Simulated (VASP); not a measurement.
Here is the system:

```
HfY3
1.0
   -2.37935     2.37935     5.29986
    2.37935    -2.37935     5.29986
    2.37935     2.37935    -5.29986
Y Hf
3 1
Cartesian
  0.00000   0.00000   5.29986
  0.00000   2.37935   2.64993
  2.37935   0.00000   2.64993
  0.00000   0.00000   0.00000
```

All values below come from PBE GGA, VASP's PBE PAW potentials (set 64) (plane waves; VASP 6.6.1). Numerical set-up: 300 eV cut-off, 5×5×5 Γ-centred mesh, Gaussian smearing of 0.20 eV, potentials Y_sv Hf_pv.

At this cut-off the stress carries a Pulay error, which pulls relaxed volumes low. Energy and stress use the plane-wave basis of the starting cell.

### Question
The ions, cell shape and volume are relaxed. Predict the relaxed structure.

### Answer

```
HfY3
1.0
   -2.43767     2.43767     4.87033
    2.43767    -2.43767     4.87033
    2.43767     2.43767    -4.87033
Y Hf
3 1
Direct
  0.50000   0.50000   0.00000
  0.75000   0.25000   0.50000
  0.25000   0.75000   0.50000
  0.00000   0.00000   0.00000
```
Space group I4/mmm (139), at a tolerance of 0.03 Å.

### Question
How do energy and volume change from the first to the last step?

### Answer
The energy (σ→0) changes by -38.6 meV/atom and the volume by -3.5 %, in 7 ionic steps.

```tsv
step	E(σ→0) (eV)	max force (eV/Å)	pressure (GPa)	volume (Å³)
1	-28.4328	0.000	-1.70	120.02
2	-28.5347	0.000	0.64	114.51
3	-28.5426	0.000	1.33	113.03
4	-28.5831	0.000	0.33	115.09
5	-28.5868	0.000	-0.12	116.05
6	-28.5869	0.000	-0.08	116.00
7	-28.5872	0.000	0.01	115.76
```

The structure was generated: Y3Hf was put into an ordered model structure, which need not be its known phase. This run relaxes it. Symmetry was kept, so distortions that lower it aren't found. The k-mesh is coarse (spacing up to 0.36 per Å, 2π included), so the numbers may not be converged in it. The run is one of a series of settings (EDIFFG = -0.01, IBRION = 2, ISIF = 3, NSW = 50 against the base run), some of them coarse on purpose. The electron count is odd and the run is not spin-polarised, which forces a metal.
